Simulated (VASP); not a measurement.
Input:

```
CELL_PARAMETERS angstrom
     -1.48786     1.48786     1.48786
      1.48786    -1.48786     1.48786
      1.48786     1.48786    -1.48786
ATOMIC_POSITIONS crystal
  V  0.00000 0.00000 0.00000
```

Computed with PBE GGA with D4 dispersion, VASP's PBE PAW potentials (set 64) (plane waves; VASP 6.6.1). Settings: 520 eV cut-off, Gaussian smearing of 0.050 eV, potentials V_sv.

Give the energies of bands 5 to 9 at the high-symmetry points, in eV from the Fermi level.

```
band      Γ      H      N      P
----  -----  -----  -----  -----
5     -6.63  -3.09  -3.24  -1.13
6      0.42  -3.09  -1.17  -1.13
7      0.42   3.83   1.73  -1.13
8      0.42   3.83   2.49   2.93
9      2.49   3.83   2.86   2.93
```

It has no gap at this level: it comes out as a metal or semimetal.

The compound is V in the bcc structure. It was relaxed first, which changed the volume by -5 %. The run is not spin-polarised, so no magnetic state was tried.
